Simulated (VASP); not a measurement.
Input:

```
AlRu
1.0
    2.97744     0.00000     0.00000
    0.00000     3.01322     0.00000
    0.00000     0.00000     3.04792
Al Ru
1 1
Direct
  0.50000   0.50000   0.50000
  0.02545   0.00000   0.00000
```

Method: PBE GGA, VASP's PBE PAW potentials (set 64) (plane waves; VASP 6.6.1). Numerical set-up: 800 eV cut-off, 11×11×11 Γ-centred mesh, first-order Methfessel-Paxton smearing of 0.10 eV, potentials Al_sv_GW Ru_pv.

Question: Give the force on each atom (eV/Å).

Answer: 
```json
[
 {"atom": "Al1", "Fx": "0.535", "Fy": "0.000", "Fz": "0.000"},
 {"atom": "Ru2", "Fx": "-0.535", "Fy": "0.000", "Fz": "0.000"}
]
```

Question: Give the stress tensor in GPa (positive for a compressed cell).

Answer: 
```
-0.10   0.00   0.00
 0.00  -1.47   0.00
 0.00   0.00  -3.12
```
The pressure is its mean diagonal, -1.56 GPa.

The compound is RuAl in the CsCl type structure. The cell was not relaxed at this level, atoms are displaced from their ideal sites. The run is one of a series of settings (ENCUT = 800, POTCAR Al_sv_GW Ru_pv (PBE.64 set) against the base run), some of them coarse on purpose. The electron count is odd and the run is not spin-polarised, which forces a metal.
